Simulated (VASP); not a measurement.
The system is Sn.

```
CELL_PARAMETERS angstrom
0.00000 3.23334 3.23334
3.23334 0.00000 3.23334
3.23334 3.23334 0.00000
ATOMIC_POSITIONS crystal
Sn 0.00000 0.00000 0.00000
Sn 0.25000 0.25000 0.25000
```

This isn't the form of Sn at room conditions, which is tetragonal (white tin).

Base run:

```yaml
Program: VASP 6.6.1
Functional: PBE
Potentials_or_basis: VASP PAW PBE potentials, release 64 (Sn_d)
Cutoff: 350 eV
k_mesh: 6 × 6 × 6
Occupations: gaussian, width 0.02 eV
Spin: no spin polarisation
```

Its results: band gap on the k mesh none (metal or under the smearing width); pressure 3.5 GPa.

Question: The run is repeated on the same cell with these changes: cutoff from 350 eV to 520 eV; k mesh from 6 × 6 × 6 to 4 × 4 × 4. What comes out?

Answer: Band gap on the k mesh none (metal or under the smearing width); pressure 4.5 GPa.

Caveats: some runs use coarse meshes.

Not every run made on this cell is shown here.
